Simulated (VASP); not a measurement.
# FSnCl: relaxation of the atoms with PBE

The system is FSnCl, in a box.

```
F Sn Cl
1.0
    12.00000    0.00000    0.00000
     0.00000   12.00000    0.00000
     0.00000    0.00000   11.00000
F Sn Cl
1 1 1
Direct
  0.39376 0.53324 0.44678
  0.52275 0.58983 0.53065
  0.60830 0.41547 0.56182
```

The cell isn't the ideal one: atoms moved at random, drawn with an rms of 0.02 Å.

* Program: VASP 6.6.1
* Task: relaxation of the atoms
* Functional: PBE
* Potentials or basis: VASP PAW PBE potentials, release 64 (F, Sn_d, Cl)
* Cutoff: 520 eV
* k mesh: 1 × 1 × 1
* Occupations: gaussian, width 0.01 eV
* Spin: no spin polarisation
* Further INCAR settings: ALGO = Fast; EDIFF = 1e-06; IBRION = 2; EDIFFG = -0.01; NSW = 60

```
Energy gained by relaxing       : 10.3 meV/atom
Ionic steps                     : 11
Largest force after relaxing    : 0.007 eV/Å
Gap between the frontier levels : 3.49 eV
```

Forces in eV/Å, atoms in the order of the input:
```
F    0.000  0.001 -0.005
Sn   0.002  0.000  0.006
Cl  -0.003 -0.001 -0.001
```

The path:
```tsv
step	energy change (eV)	largest force (eV/Å)	pressure (GPa)
1	0.0000	1.0179	0.09
2	-0.0083	0.8360	-0.06
3	-0.0274	0.1655	0.00
4	-0.0286	0.0705	0.00
5	-0.0287	0.0820	-0.01
6	-0.0293	0.0667	-0.01
7	-0.0306	0.0340	-0.01
8	-0.0302	0.0500	-0.01
9	-0.0309	0.0165	-0.01
10	-0.0309	0.0384	-0.01
11	-0.0309	0.0068	-0.01
```

Final structure:
```
F Sn Cl
1.0
    12.00000    0.00000    0.00000
     0.00000   12.00000    0.00000
     0.00000    0.00000   11.00000
F Sn Cl
1 1 1
Cartesian
  4.6841 6.4150 4.8916
  6.2804 7.0808 5.8435
  7.3332 4.9667 6.1966
```

Levels at points of the mesh, in eV from the valence-band top:
```tsv
k point	band 12	band 13	band 14	band 15	band 16	band 17
(0.00, 0.00, 0.00)	-0.60	-0.43	0.00	3.49	5.57	5.84
```

Wall time 12 min on 1 thread of Intel(R) Xeon(R) Platinum 8559C (Emerald Rapids), with other jobs on the host, peak memory 1.3 GiB.

Caveat: spin-orbit coupling is left out, which moves the levels of the heavy elements.
